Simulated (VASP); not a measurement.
# AlBN (P4/mmm) in VASP: notebook, part 2 of 3

VASP 6.6.1. The steps go on from the part before.

## (3) Core levels, LDA

Contents of INCAR:

```
SYSTEM = AlBN
ALGO     = Normal         ! electronic algorithm
EDIFF    = 1E-7           ! SCF threshold, eV
ENCUT    = 520            ! plane-wave cutoff, eV
GGA      = CA             ! functional
ICORELEVEL= 1            
ISIF     = 2              ! what is computed and relaxed
ISMEAR   = 0              ! smearing method
LASPH    = .True.         ! aspherical terms in the spheres
LCHARG   = .False.        ! write CHGCAR
LREAL    = .False.        ! projectors in reciprocal space
LWAVE    = .False.        ! write WAVECAR
NELM     = 80             ! most SCF steps
PREC     = Accurate       ! precision mode
SIGMA    = 0.02           ! smearing width, eV
```

Contents of KPOINTS:

```
k-points
0
Gamma
  10 10 5
  0 0 0
```

Contents of POSCAR:

```
AlBN
1.0
    2.6456200000      0.0000000000      0.0000000000
    0.0000000000      2.6456200000      0.0000000000
    0.0000000000      0.0000000000      5.4026400000
Al B N
1 1 1
Direct
    0.5000000000      0.5000000000      0.0000000000
    0.5000000000      0.5000000000      0.5000000000
    0.0000000000      0.0000000000      0.0000000000
```

Potentials or basis: VASP PAW LDA potentials, release 64 (Al, B, N).

Run with:

```sh
> cat potpaw_LDA.64/Al/POTCAR potpaw_LDA.64/B/POTCAR potpaw_LDA.64/N/POTCAR > POTCAR
> mpirun -np 1 vasp_std > vasp.out
```

OUTCAR:

```text
SYSTEM = AlBN
   EDIFF = 1E-7
   ENCUT = 520
   GGA = CA
   ISIF = 2
   ISMEAR = 0
   LASPH = .True.
   LREAL = .False.
   NELM = 80
   PREC = Accurate

 ion  position               nearest neighbor table
   1  0.500  0.500  0.000-   3 1.87   3 1.87   3 1.87   3 1.87   2 2.70   2 2.70
   2  0.500  0.500  0.500-   1 2.70   1 2.70
   3  0.000  0.000  0.000-   1 1.87   1 1.87   1 1.87   1 1.87

  LATTYP: Found a simple tetragonal cell.
 ALAT       =     2.6456200000
 C/A-ratio  =     2.0421073321

  Lattice vectors:

 A1 = (   2.6456200000,   0.0000000000,   0.0000000000)
 A2 = (   0.0000000000,   2.6456200000,   0.0000000000)
 A3 = (   0.0000000000,   0.0000000000,   5.4026400000)

Analysis of symmetry for initial positions (statically):
=====================================================================
 Subroutine PRICEL returns:
 Original cell was already a primitive cell.

 Routine SETGRP: Setting up the symmetry group for a
 simple tetragonal supercell.

 Subroutine GETGRP returns: Found 16 space group operations
 (whereof 16 operations were pure point group operations)
 out of a pool of 16 trial point group operations.

The static configuration has the point symmetry D_4h.

Analysis of symmetry for dynamics (positions and initial velocities):
=====================================================================
 Subroutine PRICEL returns:
 Original cell was already a primitive cell.

 Routine SETGRP: Setting up the symmetry group for a
 simple tetragonal supercell.

 Subroutine GETGRP returns: Found 16 space group operations
 (whereof 16 operations were pure point group operations)
 out of a pool of 16 trial point group operations.

The dynamic configuration has the point symmetry D_4h.

 Subroutine INISYM returns: Found 16 space group operations
 (whereof 16 operations are pure point group operations),
 and found     1 'primitive' translations

----------------------------------------------------------------------------------------

                                     Primitive cell

  volume of cell :      37.8147

  direct lattice vectors                    reciprocal lattice vectors
     2.645620000  0.000000000  0.000000000     0.377983233  0.000000000  0.000000000
     0.000000000  2.645620000  0.000000000     0.000000000  0.377983233  0.000000000
     0.000000000  0.000000000  5.402640000     0.000000000  0.000000000  0.185094694

  length of vectors
     2.645620000  2.645620000  5.402640000     0.377983233  0.377983233  0.185094694

  position of ions in fractional coordinates (direct lattice)
     0.500000000  0.500000000  0.000000000
     0.500000000  0.500000000  0.500000000
     0.000000000  0.000000000  0.000000000

  ion indices of the primitive-cell ions
   primitive index   ion index
                 1           1
                 2           2
                 3           3

----------------------------------------------------------------------------------------

 KPOINTS: k-points

Automatic generation of k-mesh.
 Grid dimensions read from file:
 generate k-points for:   10   10    5

 Generating k-lattice:

[... 40 lines left out ...]
  0.100000  0.000000  0.200000      8.000000
  0.200000  0.000000  0.200000      8.000000
 [... further k-points ...]
   k-points           NKPTS =     63   k-points in BZ     NKDIM =     63   number of bands    NBANDS=      9
   number of dos      NEDOS =    301   number of ions     NIONS =      3
   total plane-waves  NPLWV =  16000
   dimension x,y,z NGX =    20 NGY =   20 NGZ =   40
   dimension x,y,z NGXF=    40 NGYF=   40 NGZF=   80
   ions per type =               1   1   1
   NGX,Y,Z   is equivalent  to a cutoff of  12.57, 12.57, 12.31 a.u.
   NGXF,Y,Z  is equivalent  to a cutoff of  25.14, 25.14, 24.62 a.u.
 SYSTEM =  AlBN
   PREC   = accura    normal or accurate (medium, high low for compatibility)
   ISTART =      0    job   : 0-new  1-cont  2-samecut
   ICHARG =      2    charge: 1-file 2-atom 10-const
   ISPIN  =      1    spin polarized calculation?
   LNONCOLLINEAR =      F non collinear calculations
   LSORBIT =      F    spin-orbit coupling
   LASPH  =      T    aspherical Exc in radial PAW
   ENCUT  =  520.0 eV  38.22 Ry    6.18 a.u.   4.92  4.92 10.05*2*pi/ulx,y,z
   NELM   =     80;   NELMIN=  2; NELMDL= -5     # of ELM steps
   EDIFF  = 0.1E-06   stopping-criterion for ELM
   LREAL  =      F    real-space projection
   EDIFFG = 0.1E-05   stopping-criterion for IOM
   NSW    =      0    number of steps for IOM
   IBRION =     -1    ionic relax: 0-MD 1-quasi-New 2-CG
   NFREE  =      0    steps in history (QN), initial steepest desc. (CG)
   ISIF   =      2    stress and relaxation
   ISYM   =      2    0-nonsym 1-usesym 2-fastsym
   POTIM  = 0.5000    time-step for ionic-motion
   TEBEG  =    0.0;   TEEND  =   0.0 temperature during run
   PSTRESS=    0.0 pullay stress
   NELECT =      11.0000    total number of electrons
   NUPDOWN=      -1.0000    fix difference up-down
   EMIN   =  10.00;   EMAX   =-10.00  energy-range for DOS
   EFERMI =   0.00;   METHOD = LEGACY
   ISMEAR =     0;   SIGMA  =   0.02  broadening in eV -4-tet -1-fermi 0-gaus
   EFERMI_NEDOS =   21; number of points for ismear=-14 and -15
   IALGO  =     38    algorithm
   IMIX   =      4    mixing-type and parameters
     AMIX     =   0.40;   BMIX     =  1.00
     AMIX_MAG =   1.60;   BMIX_MAG =  1.00
  volume/ion in A,a.u.               =      12.60        85.06
  Fermi-wavevector in a.u.,A,eV,Ry     =   1.084723  2.049829 16.008933  1.176623
  Thomas-Fermi vector in A             =   2.220820
   LORBIT       =      0    0 simple, 1 ext, 2 COOP (PROOUT), +10 PAW based schemes
   GGA     = CA    functional components
   LHFCALC =     F    Hartree Fock is set to
   AEXX    =    0.0000 exact exchange contribution
   IVDW    =     0    specifies the selected vdW correction
   LEPSILON=     F    determine dielectric tensor
   LRPA    =     F    only Hartree local field effects (RPA)
 non-spin polarized calculation
 Gauss-broadening in eV      SIGMA  =   0.02
  energy-cutoff  :      520.00
  volume of cell :       37.81
 maximum number of plane-waves:      1029
 NGX is ok and might be reduce to    20
   NGX =  9   NGY =  9   NGZ = 21

 number of electron      11.0000002 magnetization

 Free energy of the ion-electron system (eV)
  ---------------------------------------------------
  ext. energy  EPLUGINS =         0.00000000
  ---------------------------------------------------
  free energy    TOTEN  =       -18.11044861 eV

  energy without entropy =      -18.11016622  energy(sigma->0) =      -18.11030741

 the core state eigenenergies are
   1-  1s  -1491.4148  2s    -96.8741  2p    -59.1497
   2-  1s   -169.5562
   3-  1s   -366.9083

 E-fermi :   4.0987     XC(G=0): -10.2402

 val. band max:        4.0983486955   @ k =   0.5000   0.4000   0.2000
 cond. band min:       4.1284834739   @ k =   0.4000   0.3000   0.2000
 fundamental gap:      0.0301347784
 Fermi energy:         4.0986976941

 k-point     1 :       0.0000    0.0000    0.0000
  band No.  band energies     occupation
      1     -11.9804      2.00000
      2      -3.5279      2.00000
      3      -1.4223      2.00000
      4       2.9590      2.00000
      5       2.9590      2.00000
      6       5.5498      0.00000
      7       9.1545      0.00000
      8       9.7728      0.00000
      9       9.7728      0.00000
[... 265 lines left out ...]
 k-point    24 :       0.2000    0.0000    0.2000
  band No.  band energies     occupation
      1     -11.4041      2.00000
      2      -3.2506      2.00000
      3      -0.2633      2.00000
      4       0.5778      2.00000
      5       3.0908      2.00000
      6       4.8513      0.00000
      7       6.9345      0.00000
      8      10.0705      0.00000
      9      10.6953      0.00000

------------------------ aborting loop because EDIFF is reached ----------------------------------------

  FORCE on cell =-STRESS in cart. coord.  units (eV):
  Direction    XX          YY          ZZ          XY          YZ          ZX
  --------------------------------------------------------------------------------------
  -------------------------------------------------------------------------------------
  Total       -1.6775708     -1.6775708     -0.6498998      0.0000000      0.0000000      0.0000000
  in kB      -71.0772276    -71.0772276    -27.5356959      0.0000000      0.0000000      0.0000000
  external PRESSURE =     -56.5633837 kB  Pullay stress =       0.0000000 kB

 VOLUME and BASIS-vectors are now :
 -----------------------------------------------------------------------------
  energy-cutoff  :      520.00
  volume of cell :       37.81
      direct lattice vectors                 reciprocal lattice vectors
     2.645620000  0.000000000  0.000000000     0.377983233  0.000000000  0.000000000
     0.000000000  2.645620000  0.000000000     0.000000000  0.377983233  0.000000000
     0.000000000  0.000000000  5.402640000     0.000000000  0.000000000  0.185094694

 POSITION                                       TOTAL-FORCE (eV/Angst)
 -----------------------------------------------------------------------------------
      1.32281      1.32281      0.00000         0.000000      0.000000      0.000000
      1.32281      1.32281      2.70132         0.000000      0.000000      0.000000
      0.00000      0.00000      0.00000         0.000000      0.000000      0.000000
 -----------------------------------------------------------------------------------
    total drift:                               -0.000000      0.000000     -0.000000

  FREE ENERGIE OF THE ION-ELECTRON SYSTEM (eV)
  ---------------------------------------------------
  free  energy   TOTEN  =       -18.1104486125 eV

  energy  without entropy=      -18.1101662158  energy(sigma->0) =      -18.11030741
```

Run time: 7.4 s. Hardware: 1 thread of Intel Xeon 6975P-C (Granite Rapids), shared host; peak memory 0.14 GiB.

Results:

```
Free energy            : -18.1104 eV
Pressure               : -5.7 GPa
Band gap on the k mesh : none (metal or under the smearing width)
```

Levels at points of the mesh, in eV from the Fermi level:
```tsv
k point	band 1	band 2	band 3	band 4	band 5	band 6	band 7	band 8	band 9
(0.00, 0.00, 0.00)	-16.08	-7.63	-5.52	-1.14	-1.14	1.45	5.06	5.67	5.67
(0.50, 0.00, 0.00)	-13.91	-7.99	-3.99	-2.21	-2.18	-0.74	-0.68	6.67	8.76
(0.50, 0.50, 0.00)	-12.31	-5.96	-5.96	-1.68	-0.35	0.08	0.08	1.75	4.84
```

Core levels (eV, on the scale of the bands):
| atom | levels |
| --- | --- |
| 1 Al | 1s -1491.4, 2s -96.9, 2p -59.1 |
| 2 B | 1s -169.6 |
| 3 N | 1s -366.9 |

(Continued in part 3 of 3.)
